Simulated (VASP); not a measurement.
The system is Sc7AlF24.

```xyz
32
Lattice="-7.9347 0.0000 0.0000 0.0000 0.0000 7.9347 0.0000 7.9347 0.0000" Properties=species:S:1:pos:R:3 pbc="T T T"
Al   -3.9673    0.0000    0.0000
Sc   -3.9673    0.0000    3.9673
Sc   -3.9673    3.9673    0.0000
Sc   -3.9673    3.9673    3.9673
Sc    0.0000    0.0000    0.0000
Sc    0.0000    0.0000    3.9673
Sc    0.0000    3.9673    0.0000
Sc    0.0000    3.9673    3.9673
F    -1.9837    0.0000    0.0000
F    -1.9837    0.0000    3.9673
F    -1.9837    3.9673    0.0000
F    -1.9837    3.9673    3.9673
F    -5.9510    0.0000    0.0000
F    -5.9510    0.0000    3.9673
F    -5.9510    3.9673    0.0000
F    -5.9510    3.9673    3.9673
F    -3.9673    1.9837    0.0000
F    -3.9673    1.9837    3.9673
F    -3.9673    5.9510    0.0000
F    -3.9673    5.9510    3.9673
F     0.0000    1.9837    0.0000
F     0.0000    1.9837    3.9673
F     0.0000    5.9510    0.0000
F     0.0000    5.9510    3.9673
F    -3.9673    0.0000    1.9837
F    -3.9673    0.0000    5.9510
F    -3.9673    3.9673    1.9837
F    -3.9673    3.9673    5.9510
F     0.0000    0.0000    1.9837
F     0.0000    0.0000    5.9510
F     0.0000    3.9673    1.9837
F     0.0000    3.9673    5.9510
```

The cell was built by a generator and needn't be a form met in nature.

| Item | Value |
| --- | --- |
| Program | VASP 6.6.1 |
| Task | relaxation of cell and atoms |
| Functional | LDA |
| Potentials or basis | VASP PAW LDA potentials, release 64 (Al, Sc_sv, F) |
| Cutoff | 600 eV |
| k mesh | 4 × 4 × 4 |
| Occupations | gaussian, width 0.03 eV |
| Spin | no spin polarisation |

At the start: pressure -2.0 GPa; volume 15.61 Å³/atom.

Problem. Where does the relaxation end?

Solution. Over 5 steps the energy falls by 29.1 meV/atom and the volume is 15.24 Å³/atom (-2.4 %); space group Pm-3m (No. 221, to 0.05 Å).

Step by step:
| step | energy change (eV) | largest force (eV/Å) | pressure (GPa) | volume (Å³) |
| --- | --- | --- | --- | --- |
| 1 | 0.0000 | 2.2959 | -2.00 | 499.56 |
| 2 | -0.9228 | 0.1625 | 0.42 | 485.62 |
| 3 | -0.9242 | 0.1194 | 0.57 | 485.08 |
| 4 | -0.9305 | 0.0646 | -0.24 | 488.67 |
| 5 | -0.9322 | 0.0092 | 0.00 | 487.55 |

Final structure:
```xyz
32
Lattice="-7.8705 0.0000 0.0000 0.0000 0.0000 7.8705 0.0000 7.8705 0.0000" Properties=species:S:1:pos:R:3 pbc="T T T"
Al   -3.9353    0.0000    0.0000
Sc   -3.9353    0.0000    3.9353
Sc   -3.9353    3.9353    0.0000
Sc   -3.9353    3.9353    3.9353
Sc    0.0000    0.0000    0.0000
Sc    0.0000    0.0000    3.9353
Sc    0.0000    3.9353    0.0000
Sc    0.0000    3.9353    3.9353
F    -2.0853    0.0000    0.0000
F    -1.9728    0.0000    3.9353
F    -1.9728    3.9353    0.0000
F    -1.9683    3.9353    3.9353
F    -5.7853    0.0000    7.8705
F    -5.8978    0.0000    3.9353
F    -5.8978    3.9353    7.8705
F    -5.9023    3.9353    3.9353
F    -3.9353    1.8500    0.0000
F    -3.9353    1.9625    3.9353
F    -3.9353    6.0206    0.0000
F    -3.9353    5.9080    3.9353
F     0.0000    1.9625    0.0000
F     0.0000    1.9670    3.9353
F     0.0000    5.9080    0.0000
F     0.0000    5.9036    3.9353
F    -3.9353    0.0000    1.8500
F    -3.9353    0.0000    6.0206
F    -3.9353    3.9353    1.9625
F    -3.9353    3.9353    5.9080
F     0.0000    0.0000    1.9625
F     0.0000    0.0000    5.9080
F     0.0000    3.9353    1.9670
F     0.0000    3.9353    5.9036
```
